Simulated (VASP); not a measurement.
An input for Ansatz (written as the equivalent of a VASP run, and not itself run):

Ansatz 0.2 input:
```yaml
crystal:
  lattice:
    - [-3.3559770, 4.7487800, 2.9508110]
    - [3.3559770, -4.7487800, 2.9508110]
    - [3.3559770, 4.7487800, -2.9508110]
  atoms:
    - { symbol: Si, position: [0.7500000, 0.7500000, 0.0000000] }
    - { symbol: Si, position: [0.2500000, 0.2500000, 0.0000000] }
    - { symbol: Se, position: [0.3736400, 0.6892700, 0.0629100] }
    - { symbol: Se, position: [0.6263600, 0.3107300, 0.9370900] }
    - { symbol: Se, position: [0.1263600, 0.1892700, 0.3156300] }
    - { symbol: Se, position: [0.8736400, 0.8107300, 0.6843700] }
kpoints:
  mp_grid: { grid: [3, 3, 3] }
hamiltonian:
  xc: pbe
  pseudopotentials: { kind: paw }
scf:
  occupations: { method: gaussian, width: 0.01 }
  max_iter: 100
output: { forces: true, stress: true, eigenvalues: true }
```

Problem. Translate this input to VASP (INCAR, KPOINTS, POSCAR, choice of POTCAR).

Solution. One answer among several that fit: 
POSCAR:
```
SiSe2
1
   -3.3559770000     4.7487800000     2.9508110000
    3.3559770000    -4.7487800000     2.9508110000
    3.3559770000     4.7487800000    -2.9508110000
Si Se
2 4
Direct
  0.7500000000   0.7500000000   0.0000000000
  0.2500000000   0.2500000000   0.0000000000
  0.3736400000   0.6892700000   0.0629100000
  0.6263600000   0.3107300000   0.9370900000
  0.1263600000   0.1892700000   0.3156300000
  0.8736400000   0.8107300000   0.6843700000
```

### KPOINTS
```
Automatic mesh
0
Gamma
3 3 3
0 0 0
```

INCAR:
```
# general
SYSTEM  = SiSe2
PREC    = Accurate
ENCUT   = 300   # plane-wave cut-off (eV)
LREAL   = .FALSE.   # projection in real space or not
LASPH   = .TRUE.

# electronic loop
EDIFF   = 1E-6
NELM    = 100   # most electronic steps
ALGO    = Normal   # blocked Davidson
LMAXMIX = 4   # l cut-off of mixed one-centre charges

# smearing
ISMEAR  = 0
SIGMA   = 0.01   # width (eV)

# functional
GGA     = PE

# ions
ISIF    = 2   # forces and stress, cell fixed

# output
LWAVE   = .FALSE.
LCHARG  = .FALSE.
```

POTCAR, in this order: Si Se (PBE.64 set). Program: vasp_std.

What does not carry over: each code has its own PAW files, so the cut-off isn't converted (ENCUT is set for VASP's; basis.ecutwfc is left out, and Ansatz then takes the one that its files recommend); Ansatz stops its SCF on the density residual and VASP on the energy change (EDIFF).

The structure comes from a computed database's SiSe2 entry; how it stands against other phases isn't given here. The cell was not relaxed at this level. The k-mesh is coarse (spacing up to 0.47 per Å, 2π included), so the numbers may not be converged in it.
